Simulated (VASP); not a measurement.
These are PBE GGA, VASP's PBE PAW potentials (set 64) (plane waves; VASP) values and carry that method's errors.

A VASP calculation is set up with these files.

File KPOINTS:
```
K-points
0
gamma
  10 10 6
```

**INCAR**
```
# general
SYSTEM =Gd
PREC   =Accurate
ENCUT  =480   # plane-wave cut-off (eV)
LREAL  =.FALSE.
LASPH  =.TRUE.   # aspherical one-centre terms

# electronic loop
EDIFF  =1E-7
NELM   =100
ALGO   =Normal   # blocked Davidson
LMAXMIX=6   # l cut-off of mixed one-centre charges

# smearing
ISMEAR =1
SIGMA  =0.1   # width (eV)

# functional
GGA    =PE   # PBE

# ions
ISIF   =2   # forces and stress, cell fixed

# output
LWAVE  =.FALSE.
LCHARG =.FALSE.
```

**POSCAR**
```
Gd
1
    1.8273845552    -3.1651226744    -0.0000000000
    1.8273845552     3.1651226744     0.0000000000
    0.0000000000    -0.0000000000     5.7100685706
Gd
2
Direct
  0.3333330000   0.6666670000   0.2500000000
  0.6666670000   0.3333330000   0.7500000000
```

POTCAR, in this order: Gd_3 (PBE.64 set). Program: vasp_std.

The run wrote:

**OSZICAR**
```
       N       E                     dE             d eps       ncg     rms          rms(c)
DAV:   1     0.375879588375E+02    0.37588E+02   -0.85959E+03  1456   0.115E+03
DAV:   2    -0.750672858800E+01   -0.45095E+02   -0.44117E+02  1601   0.228E+02
DAV:   3    -0.911964810192E+01   -0.16129E+01   -0.15388E+01  2022   0.266E+01
DAV:   4    -0.915503632637E+01   -0.35388E-01   -0.34773E-01  1726   0.371E+00
DAV:   5    -0.915622947405E+01   -0.11931E-02   -0.11929E-02  2191   0.505E-01    0.228E+01
DAV:   6    -0.915657840677E+01   -0.34893E-03   -0.21946E-02  1591   0.119E+00    0.136E+01
DAV:   7    -0.916475716233E+01   -0.81788E-02   -0.39700E-02  1581   0.160E+00    0.213E-01
DAV:   8    -0.916443074144E+01    0.32642E-03   -0.22442E-03  1701   0.353E-01    0.583E-02
DAV:   9    -0.916443999534E+01   -0.92539E-05   -0.21510E-04  1827   0.107E-01    0.364E-02
DAV:  10    -0.916443452698E+01    0.54684E-05   -0.32591E-05  1711   0.402E-02    0.443E-02
DAV:  11    -0.916443619838E+01   -0.16714E-05   -0.57220E-06  1656   0.170E-02    0.379E-03
DAV:  12    -0.916443632767E+01   -0.12929E-06   -0.34493E-07  1900   0.401E-03    0.453E-03
DAV:  13    -0.916443623815E+01    0.89517E-07   -0.24712E-08   893   0.128E-03
   1 F= -.91644362E+01 E0= -.91651863E+01  d E =0.225006E-02
```

**OUTCAR**
```
------------------------ aborting loop because EDIFF is reached ----------------------------------------
  FORCE on cell =-STRESS in cart. coord.  units (eV):
  Direction    XX          YY          ZZ          XY          YZ          ZX
  --------------------------------------------------------------------------------------
  Total       -0.0148272     -0.0148272     -0.0106377      0.0000000     -0.0000000      0.0000000
  in kB       -0.3596479     -0.3596478     -0.2580276      0.0000000     -0.0000000      0.0000000
  external PRESSURE =      -0.3257744 kB  Pullay stress =       0.0000000 kB
  volume of cell :       66.05
      direct lattice vectors                 reciprocal lattice vectors
     1.827384555 -3.165122674  0.000000000     0.273615096 -0.157971760  0.000000000
     1.827384555  3.165122674  0.000000000     0.273615096  0.157971760  0.000000000
     0.000000000  0.000000000  5.710068571     0.000000000  0.000000000  0.175129245
 POSITION                                       TOTAL-FORCE (eV/Angst)
 -----------------------------------------------------------------------------------
      1.82738      1.05504      1.42752        -0.000000      0.000000      0.000000
      1.82738     -1.05504      4.28255         0.000000     -0.000000      0.000000
 -----------------------------------------------------------------------------------
    total drift:                               -0.000004      0.000116     -0.000010
  FREE ENERGIE OF THE ION-ELECTRON SYSTEM (eV)
  ---------------------------------------------------
  free  energy   TOTEN  =        -9.1644362382 eV

  energy  without entropy=       -9.1666862953  energy(sigma->0) =       -9.16518626
```
(Selected blocks of OUTCAR.)

The 4f electrons are frozen in the core of the lanthanide potential, so 4f levels, which can set the real gap, and their magnetism are missing.

The compound is Gd in the hcp structure. It was relaxed first.
